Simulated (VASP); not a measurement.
# Be3Te2O (P-62m) in VASP: a series of runs

Runs on Be3Te2O. Level: PBE. Tasks: relaxation of cell and atoms.

Everything below comes from runs of VASP 6.6.1. Logs are shortened: lines on timing, memory, paths and dates and some standing lists are left out, and cuts for length are marked.

## (1) Starting point

The structure is hexagonal, space group P-62m (No. 189). The conventional cell has a = 6.108 Å, b = 6.108 Å, c = 5.216 Å, α = 90.00°, β = 90.00°, γ = 120.00°. Be (site symmetry m2m) is surrounded by 1 O at 1.54 Å. Te (site symmetry -6) has 3 Be at 2.33 Å as nearest neighbours. O (site symmetry -62m) is surrounded by 3 Be at 1.54 Å.

The cell was built by a generator and needn't be a form met in nature.

## (2) Relaxation of cell and atoms, PBE

The input, INCAR:

```
  PREC = Accurate
  ENCUT = 520
  EDIFF = 1E-6
  ISMEAR = 0
  SIGMA = 0.03
  LREAL = False
  LASPH = True
  NELM = 120
  ALGO = Normal
  ISIF = 3
  LWAVE = False
  LCHARG = False
  GGA = PE
  IBRION = 2
  NSW = 90
  EDIFFG = -0.01
  KPAR = 4
```

The input, KPOINTS:

```
Automatic mesh
0
Gamma
  6 6 6
```

The input, POSCAR:

```
Be3Te2O
1.0
    6.1081371900      0.0000000000      0.0000000000
   -3.0540686000      5.2898019800      0.0000000000
    0.0000000000      0.0000000000      5.2160000000
Be Te O
3 2 1
Direct
    0.7481990800      0.0000000000      0.0000000000
    0.0000000000      0.7481990800      0.0000000000
    0.2518009200      0.2518009200      0.0000000000
    0.3333333300      0.6666666700      0.0000000000
    0.6666666700      0.3333333300      0.0000000000
    0.0000000000      0.0000000000      0.0000000000
```

Potentials or basis: VASP PAW PBE potentials, release 64 (Be, Te, O).

Launch:

```bash
$ cat potpaw_PBE.64/Be/POTCAR potpaw_PBE.64/Te/POTCAR potpaw_PBE.64/O/POTCAR > POTCAR
$ mpirun -np 4 vasp_std > vasp.out
```

OUTCAR:

```text
PREC = Accurate
   ENCUT = 520
   EDIFF = 1E-6
   ISMEAR = 0
   LREAL = False
   LASPH = True
   NELM = 120
   ISIF = 3
   GGA = PE
   IBRION = 2
   NSW = 90
   EDIFFG = -0.01

 ion  position               nearest neighbor table
   1  0.748  0.000  0.000-   6 1.54   5 2.33   4 2.33
   2  0.000  0.748  0.000-   6 1.54   4 2.33   5 2.33
   3  0.252  0.252  0.000-   6 1.54   5 2.33   4 2.33
   4  0.333  0.667  0.000-   2 2.33   1 2.33   3 2.33   5 3.53   5 3.53   5 3.53
   5  0.667  0.333  0.000-   1 2.33   2 2.33   3 2.33   4 3.53   4 3.53   4 3.53
   6  0.000  0.000  0.000-   1 1.54   3 1.54   2 1.54

  LATTYP: Found a hexagonal cell.
 ALAT       =     6.1081371900
 C/A-ratio  =     0.8539428369

  Lattice vectors:

 A1 = (   6.1081371900,   0.0000000000,   0.0000000000)
 A2 = (  -3.0540686000,   5.2898019800,   0.0000000000)
 A3 = (   0.0000000000,   0.0000000000,   5.2160000000)

Analysis of symmetry for initial positions (statically):
=====================================================================
 Subroutine PRICEL returns:
 Original cell was already a primitive cell.

 Routine SETGRP: Setting up the symmetry group for a
 hexagonal supercell.

 Subroutine GETGRP returns: Found 12 space group operations
 (whereof 12 operations were pure point group operations)
 out of a pool of 24 trial point group operations.

The static configuration has the point symmetry D_3h.

Analysis of symmetry for dynamics (positions and initial velocities):
=====================================================================
 Subroutine PRICEL returns:
 Original cell was already a primitive cell.

 Routine SETGRP: Setting up the symmetry group for a
 hexagonal supercell.

 Subroutine GETGRP returns: Found 12 space group operations
 (whereof 12 operations were pure point group operations)
 out of a pool of 24 trial point group operations.

The dynamic configuration has the point symmetry D_3h.

 Subroutine INISYM returns: Found 12 space group operations
 (whereof 12 operations are pure point group operations),
 and found     1 'primitive' translations

----------------------------------------------------------------------------------------

                                     Primitive cell

  volume of cell :     168.5333

  direct lattice vectors                    reciprocal lattice vectors
     6.108137190  0.000000000  0.000000000     0.163716035  0.094521497  0.000000000
    -3.054068600  5.289801980  0.000000000     0.000000000  0.189042993  0.000000000
     0.000000000  0.000000000  5.216000000     0.000000000  0.000000000  0.191717791

  length of vectors
     6.108137190  6.108137196  5.216000000     0.189042993  0.189042993  0.191717791

  position of ions in fractional coordinates (direct lattice)
     0.748199080  0.000000000  0.000000000
     0.000000000  0.748199080  0.000000000
     0.251800920  0.251800920  0.000000000
     0.333333330  0.666666670  0.000000000
     0.666666670  0.333333330  0.000000000
     0.000000000  0.000000000  0.000000000

  ion indices of the primitive-cell ions
   primitive index   ion index
                 1           1
                 2           2
                 3           3
                 4           4
                 5           5
                 6           6

----------------------------------------------------------------------------------------

 KPOINTS: Automatic mesh

Automatic generation of k-mesh.
 Grid dimensions read from file:
 generate k-points for:    6    6    6

 Generating k-lattice:

  Cartesian coordinates                     Fractional coordinates (reciprocal lattice)
     0.027286006  0.015753583  0.000000000     0.166666667  0.000000000  0.000000000
     0.000000000  0.031507166  0.000000000     0.000000000  0.166666667  0.000000000
     0.000000000  0.000000000  0.031952965     0.000000000  0.000000000  0.166666667

  Length of vectors
     0.031507166  0.031507166  0.031952965

  Shift w.r.t. Gamma in fractional coordinates (k-lattice)
     0.000000000  0.000000000  0.000000000

 Subroutine IBZKPT returns following result:
 ===========================================

 Found     28 irreducible k-points:

 Following reciprocal coordinates:
            Coordinates               Weight
  0.000000  0.000000  0.000000      1.000000
  0.166667 -0.000000  0.000000      6.000000
  0.333333 -0.000000  0.000000      6.000000
  0.500000 -0.000000  0.000000      3.000000
  0.166667  0.166667  0.000000      6.000000
  0.333333  0.166667  0.000000     12.000000
[... 16 lines left out ...]
  0.166667 -0.000000  0.500000      6.000000
  0.333333 -0.000000  0.500000      6.000000
 [... further k-points ...]
   k-points           NKPTS =     28   k-points in BZ     NKDIM =     28   number of bands    NBANDS=     16
   number of dos      NEDOS =    301   number of ions     NIONS =      6
   total plane-waves  NPLWV =  92160
   dimension x,y,z NGX =    48 NGY =   48 NGZ =   40
   dimension x,y,z NGXF=    96 NGYF=   96 NGZF=   80
   ions per type =               3   2   1
   NGX,Y,Z   is equivalent  to a cutoff of  13.06, 13.06, 12.75 a.u.
   NGXF,Y,Z  is equivalent  to a cutoff of  26.13, 26.13, 25.50 a.u.
 SYSTEM =  unknown system
   PREC   = accura    normal or accurate (medium, high low for compatibility)
   ISTART =      0    job   : 0-new  1-cont  2-samecut
   ICHARG =      2    charge: 1-file 2-atom 10-const
   ISPIN  =      1    spin polarized calculation?
   LNONCOLLINEAR =      F non collinear calculations
   LSORBIT =      F    spin-orbit coupling
   LASPH  =      T    aspherical Exc in radial PAW
   ENCUT  =  520.0 eV  38.22 Ry    6.18 a.u.  11.36 11.36  9.70*2*pi/ulx,y,z
   NELM   =    120;   NELMIN=  2; NELMDL= -5     # of ELM steps
   EDIFF  = 0.1E-05   stopping-criterion for ELM
   LREAL  =      F    real-space projection
   EDIFFG = -.1E-01   stopping-criterion for IOM
   NSW    =     90    number of steps for IOM
   IBRION =      2    ionic relax: 0-MD 1-quasi-New 2-CG
   NFREE  =      1    steps in history (QN), initial steepest desc. (CG)
   ISIF   =      3    stress and relaxation
   ISYM   =      2    0-nonsym 1-usesym 2-fastsym
   POTIM  = 0.5000    time-step for ionic-motion
   TEBEG  =    0.0;   TEEND  =   0.0 temperature during run
   PSTRESS=    0.0 pullay stress
   NELECT =      24.0000    total number of electrons
   NUPDOWN=      -1.0000    fix difference up-down
   EMIN   =  10.00;   EMAX   =-10.00  energy-range for DOS
   EFERMI =   0.00;   METHOD = LEGACY
   ISMEAR =     0;   SIGMA  =   0.03  broadening in eV -4-tet -1-fermi 0-gaus
   EFERMI_NEDOS =   21; number of points for ismear=-14 and -15
   IALGO  =     38    algorithm
   IMIX   =      4    mixing-type and parameters
     AMIX     =   0.40;   BMIX     =  1.00
     AMIX_MAG =   1.60;   BMIX_MAG =  1.00
  volume/ion in A,a.u.               =      28.09       189.55
  Fermi-wavevector in a.u.,A,eV,Ry     =   0.854903  1.615532  9.943934  0.730859
  Thomas-Fermi vector in A             =   1.971570
   LORBIT       =      0    0 simple, 1 ext, 2 COOP (PROOUT), +10 PAW based schemes
   GGA     = PE    functional components
   LHFCALC =     F    Hartree Fock is set to
   AEXX    =    0.0000 exact exchange contribution
   IVDW    =     0    specifies the selected vdW correction
   LEPSILON=     F    determine dielectric tensor
   LRPA    =     F    only Hartree local field effects (RPA)
 conjugate gradient relaxation of ions
 non-spin polarized calculation
 Gauss-broadening in eV      SIGMA  =   0.03
  energy-cutoff  :      520.00
  volume of cell :      168.53
 maximum number of plane-waves:      4584
 NGX is ok and might be reduce to    48
   NGX = 23   NGY = 23   NGZ = 19

--------------------------------------- Ionic step        1  -------------------------------------------

 number of electron      24.0000004 magnetization

 Free energy of the ion-electron system (eV)
  ---------------------------------------------------
  ext. energy  EPLUGINS =         0.00000000
  ---------------------------------------------------
  free energy    TOTEN  =       -27.62229594 eV

  energy without entropy =      -27.62229594  energy(sigma->0) =      -27.62229594

------------------------ aborting loop because EDIFF is reached ----------------------------------------

  FORCE on cell =-STRESS in cart. coord.  units (eV):
  Direction    XX          YY          ZZ          XY          YZ          ZX
  --------------------------------------------------------------------------------------
  -------------------------------------------------------------------------------------
  Total        2.9801879      2.9801879      0.1313137     -0.0000000      0.0000000      0.0000000
  in kB       28.3314267     28.3314267      1.2483453     -0.0000000      0.0000000      0.0000000
  external PRESSURE =      19.3037329 kB  Pullay stress =       0.0000000 kB
[... 101 lines left out ...]
  FREE ENERGIE OF THE ION-ELECTRON SYSTEM (eV)
  ---------------------------------------------------
  free  energy   TOTEN  =       -27.6623572291 eV

  energy  without entropy=      -27.6623572291  energy(sigma->0) =      -27.66235723

[... ionic steps 4 to 18 ...]

--------------------------------------- Ionic step       19  -------------------------------------------

 number of electron      23.9999994 magnetization

------------------------ aborting loop because EDIFF is reached ----------------------------------------

  FORCE on cell =-STRESS in cart. coord.  units (eV):
  Direction    XX          YY          ZZ          XY          YZ          ZX
  --------------------------------------------------------------------------------------
  -------------------------------------------------------------------------------------
  Total        0.0196793      0.0196793      0.0031463     -0.0000000     -0.0000000     -0.0000000
  in kB        0.1717622      0.1717622      0.0274608     -0.0000000     -0.0000000     -0.0000000
  external PRESSURE =       0.1236617 kB  Pullay stress =       0.0000000 kB
[... 65 lines left out ...]
  energy  without entropy=      -27.6674907241  energy(sigma->0) =      -27.66749072

--------------------------------------- Ionic step       21  -------------------------------------------

 number of electron      23.9999994 magnetization

 Free energy of the ion-electron system (eV)
  ---------------------------------------------------
  ext. energy  EPLUGINS =         0.00000000
  ---------------------------------------------------
  free energy    TOTEN  =       -27.66749547 eV

  energy without entropy =      -27.66749547  energy(sigma->0) =      -27.66749547

 E-fermi :   1.1445     XC(G=0):  -6.5329

 val. band max:        0.9828356493   @ k =   0.0000   0.0000   0.0000
 cond. band min:       3.2364924244   @ k =   0.0000   0.0000   0.0000
 fundamental gap:      2.2536567751
 Fermi energy:         1.1445005605

 k-point     1 :       0.0000    0.0000    0.0000
  band No.  band energies     occupation
      1     -19.3756      2.00000
      2     -10.4583      2.00000
      3      -8.7837      2.00000
      4      -6.0725      2.00000
      5      -6.0725      2.00000
      6      -4.0186      2.00000
[... 8 lines left out ...]
     15       4.3864      0.00000
     16       5.1336      0.00000
[... 420 lines left out ...]
  band No.  band energies     occupation
      1     -19.3747      2.00000
      2     -10.2011      2.00000
      3      -9.2557      2.00000
      4      -6.0921      2.00000
      5      -5.9141      2.00000
      6      -4.0154      2.00000
[... 8 lines left out ...]
     15       4.8867      0.00000
     16       5.1003      0.00000

 [... further k-points ...]

------------------------ aborting loop because EDIFF is reached ----------------------------------------

  FORCE on cell =-STRESS in cart. coord.  units (eV):
  Direction    XX          YY          ZZ          XY          YZ          ZX
  --------------------------------------------------------------------------------------
  -------------------------------------------------------------------------------------
  Total        0.0010677      0.0010677     -0.0057394     -0.0000000     -0.0000000      0.0000000
  in kB        0.0093121      0.0093121     -0.0500554     -0.0000000     -0.0000000      0.0000000
  external PRESSURE =      -0.0104771 kB  Pullay stress =       0.0000000 kB
[... 21 lines left out ...]
  FREE ENERGIE OF THE ION-ELECTRON SYSTEM (eV)
  ---------------------------------------------------
  free  energy   TOTEN  =       -27.6674954654 eV

  energy  without entropy=      -27.6674954654  energy(sigma->0) =      -27.66749547

 reached required accuracy - stopping structural energy minimisation
```

Run time: 6.7 min. Hardware: 4 MPI ranks of AMD EPYC 7R43 (Zen 3), shared host; peak memory 0.33 GiB.

What came out:

```yaml
Free_energy: -27.6675 eV
Relaxed_volume: 30.62 Å³/atom
Relaxed_cell: a = 6.194 Å, b = 6.194 Å, c = 5.530 Å, α = 90.00°, β = 90.00°, γ = 120.00°
Space_group_after_relaxing_to_0.05_Å: P-62m (No. 189)
Energy_gained_by_relaxing: 7.5 meV/atom
Ionic_steps: 21
Pressure_after_relaxing: 0.0 GPa
Largest_force_after_relaxing: 0.009 eV/Å
Band_gap_on_the_k_mesh: 2.25 eV, direct
```

Forces on the atoms (eV/Å):
```
Be  -0.009  0.000  0.000
Be   0.005 -0.008  0.000
Be   0.005  0.008  0.000
Te   0.000  0.000  0.000
Te   0.000  0.000  0.000
O    0.000  0.000  0.000
```

Step by step:
```tsv
step	energy change (eV)	largest force (eV/Å)	pressure (GPa)	volume (Å³)
1	0.0000	0.0629	1.93	168.53
2	-0.0188	0.1905	-1.24	176.89
3	-0.0401	0.1361	0.03	173.28
4	-0.0414	0.0050	0.04	173.55
5	-0.0414	0.0082	0.05	173.56
6	-0.0415	0.0074	0.04	173.78
7	-0.0420	0.0048	0.01	174.43
8	-0.0427	0.0003	-0.05	175.74
9	-0.0435	0.0107	-0.16	178.37
10	-0.0431	0.0305	-0.38	183.66
11	-0.0437	0.0179	-0.25	180.32
12	-0.0437	0.0173	-0.24	180.38
13	-0.0439	0.0150	-0.24	180.55
14	-0.0442	0.0114	-0.20	180.91
15	-0.0447	0.0038	-0.15	181.61
16	-0.0452	0.0111	-0.04	183.02
17	-0.0452	0.0161	0.01	183.50
18	-0.0452	0.0194	0.02	183.75
19	-0.0452	0.0166	0.01	183.57
20	-0.0452	0.0136	0.00	183.63
21	-0.0452	0.0090	0.00	183.71
```

Final structure:
```xyz
6
Lattice="6.1937 0.0000 0.0000 -3.0969 5.3639 0.0000 0.0000 0.0000 5.5296" Properties=species:S:1:pos:R:3 pbc="T T T"
Be    1.5457    5.3639    0.0000
Be   -2.3213    4.0206    0.0000
Be    0.7756    1.3433    0.0000
Te    0.0000    3.5759    0.0000
Te    3.0969    1.7880    0.0000
O     0.0000    0.0000    0.0000
```

Caveat: spin-orbit coupling is left out, which moves the levels of the heavy elements; this functional lacks dispersion, which binds the layers, so the pressure and a relaxed spacing across them are unreliable.

## (3) Relaxation of cell and atoms, PBE

This run uses another cell than the first one, of 30.62 Å³/atom, 1.090 times its volume.

Changes to INCAR since step 2:

```diff
@@ -2,3 +2,3 @@
   ENCUT = 520
-  EDIFF = 1E-6
+  EDIFF = 1E-7
   ISMEAR = 0
@@ -14,4 +14,5 @@
   IBRION = 2
-  NSW = 90
-  EDIFFG = -0.01
+  NSW = 60
+  EDIFFG = -0.005
+  POTIM = 0.3
   KPAR = 4
```

KPOINTS is that of step 2.

The input, POSCAR:

```
Be3Te2O                                 
1.0
    6.1937219350     -0.0000000001      0.0000000000
   -3.0968609726      5.3639205435     -0.0000000000
   -0.0000000000      0.0000000000      5.5295796270
  Be              Te              O             
     3     2     1
Direct
     0.7495630514180780    0.9999999999999957    0.0000000000000000
     0.0000000000000006    0.7495630514180877    0.0000000000000000
     0.2504369485819213    0.2504369485819166    0.0000000000000000
     0.3333333300000021    0.6666666699999979    0.0000000000000000
     0.6666666699999979    0.3333333300000021    0.0000000000000000
     0.0000000000000000    0.0000000000000000    0.0000000000000000
```

Potentials or basis: VASP PAW PBE potentials, release 64 (Be, Te, O).

Launch:

```bash
$ cat potpaw_PBE.64/Be/POTCAR potpaw_PBE.64/Te/POTCAR potpaw_PBE.64/O/POTCAR > POTCAR
$ mpirun -np 4 vasp_std > vasp.out
```

Wall time 5.9 min (4 MPI ranks of AMD EPYC 7R43 (Zen 3), shared host); peak memory 0.34 GiB.

The run converged. Its results:

- Free energy: -27.6714 eV
- Relaxed volume: 31.58 Å³/atom
- Relaxed cell: a = 6.194 Å, b = 6.194 Å, c = 5.702 Å, α = 90.00°, β = 90.00°, γ = 120.00°
- Space group after relaxing (to 0.05 Å): P-62m (No. 189)
- Energy gained by relaxing: 0.1 meV/atom
- Ionic steps: 15
- Pressure after relaxing: 0.0 GPa
- Band gap on the k mesh: 2.31 eV, direct

Forces on the atoms (eV/Å):
```
Be  -0.002  0.000  0.000
Be   0.001 -0.002  0.000
Be   0.001  0.002  0.000
Te   0.000  0.000  0.000
Te   0.000  0.000  0.000
O    0.000  0.000  0.000
```

Step by step:
```
step  energy change (eV)  largest force (eV/Å)  pressure (GPa)  volume (Å³)
   1              0.0000                0.0090            0.02       183.71
   2              0.0000                0.0021            0.01       183.77
   3              0.0000                0.0073            0.00       183.86
   4              0.0000                0.0082            0.00       183.89
   5             -0.0001                0.0112            0.01       183.99
   6             -0.0001                0.0169            0.02       184.18
   7             -0.0001                0.0288            0.06       184.57
   8             -0.0001                0.0285            0.05       184.60
   9             -0.0002                0.0278            0.06       184.71
  10             -0.0002                0.0265            0.05       184.92
  11             -0.0003                0.0238            0.05       185.34
  12             -0.0004                0.0185            0.04       186.19
  13             -0.0006                0.0077            0.02       187.88
  14             -0.0006                0.0140           -0.01       191.27
  15             -0.0007                0.0023            0.01       189.46
```

Final structure:
```
Be Te O
1.0
     6.19388    0.00000    0.00000
    -3.09694    5.36406    0.00000
     0.00000    0.00000    5.70239
Be Te O
3 2 1
Cartesian
  1.5457 5.3641 0.0000
  -2.3213 4.0206 0.0000
  0.7756 1.3434 5.7024
  0.0000 3.5760 0.0000
  3.0969 1.7880 0.0000
  0.0000 0.0000 0.0000
```

Levels at points of the mesh, in eV from the valence-band top:
```tsv
k point	band 10	band 11	band 12	band 13	band 14	band 15
(0.00, 0.00, 0.00)	-1.81	-1.75	0.00	2.31	3.40	3.40
(0.50, 0.00, 0.00)	-1.52	-1.37	-0.80	3.01	3.22	4.00
(0.00, 0.00, 0.50)	-1.79	-1.79	-0.21	3.03	3.03	3.08
(0.50, 0.00, 0.50)	-1.83	-1.35	-1.08	2.71	3.28	3.37
```

Caveat: spin-orbit coupling is left out, which moves the levels of the heavy elements. A k mesh can miss the band edges.
